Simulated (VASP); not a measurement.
An input for Quantum ESPRESSO's pw.x (written as the equivalent of a VASP run, and not itself run):

```
&CONTROL
  calculation = 'scf'
  pseudo_dir = './pseudo'
  outdir = './out'
  tprnfor = .true.
  tstress = .true.
/
&SYSTEM
  ibrav = 0
  nat = 3
  ntyp = 2
  ecutwfc = 90
  occupations = 'smearing'
  smearing = 'fermi-dirac'
  degauss = 0.003675
  input_dft = 'pbe'
  nspin = 2
  starting_magnetization(1) = 0.4
/
&ELECTRONS
  conv_thr = 7.3e-08
  electron_maxstep = 100
/
ATOMIC_SPECIES
  Fe 55.845 Fe.upf
  B 10.810 B.upf
CELL_PARAMETERS angstrom
     0.0000000    2.3981940    2.3981940
     2.3981940    0.0000000    2.3981940
     2.3981940    2.3981940    0.0000000
ATOMIC_POSITIONS crystal
  Fe   0.0070820 -0.0035460 -0.0070490
  B    0.2822010  0.2262050  0.2435150
  B    0.7107170  0.7773420  0.7635340
K_POINTS automatic
  3 3 3 0 0 0
```

Question: Translate this input to VASP (INCAR, KPOINTS, POSCAR, choice of POTCAR).

Answer: Several could match; the one computed here: 
File POSCAR:
```
FeB2
3.3915580
  0.0000000000   0.7071068813   0.7071068813
  0.7071068813   0.0000000000   0.7071068813
  0.7071068813   0.7071068813   0.0000000000
Fe B
1 2
Cart
 -0.0074917974   0.0000233345   0.0025003299
  0.3321422443   0.3717374012   0.3594973811
  1.0895640228   1.0424530268   1.0522167586
```

INCAR:
```
! general
SYSTEM  = FeB2
PREC    = Accurate
ENCUT   = 400   ! plane-wave cut-off (eV)
LREAL   = .FALSE.   ! projection in real space or not
LASPH   = .TRUE.

! electronic loop
EDIFF   = 1E-6   ! SCF stop (eV)
NELM    = 100
ALGO    = Normal
LMAXMIX = 4

! smearing
ISMEAR  = -1   ! Fermi-Dirac
SIGMA   = 0.05   ! width (eV)

! functional
GGA     = PE

! spin
ISPIN   = 2   ! spin-polarised
MAGMOM  = 4.0 2*0.0

! ions
ISIF    = 2

! output
LWAVE   = .FALSE.
LCHARG  = .FALSE.
LORBIT  = 11   ! lm-projected
```

KPOINTS:
```
Automatic mesh
0
Gamma
3 3 3
0 0 0
```

POTCAR, in this order: Fe B (PBE.64 set). Program: vasp_std.

What does not carry over: the potentials are each code's own (VASP's PAW set, PseudoDojo norm-conserving files in pw.x), so ENCUT and ecutwfc are chosen apart and not converted; conv_thr bounds pw.x's estimated SCF error, while EDIFF bounds the energy change between steps; starting_magnetization is a fraction of the valence charge and MAGMOM a moment in μB, so they match only roughly.

The structure was generated: FeB2 was put into an ordered model structure, which need not be its known phase. The cell was not relaxed at this level, atoms are displaced from their ideal sites. The k-mesh is coarse (spacing up to 0.76 per Å, 2π included), so the numbers may not be converged in it. The run is one of a series of settings (KPOINTS 3×3×3 Γ-centred mesh against the base run), some of them coarse on purpose.
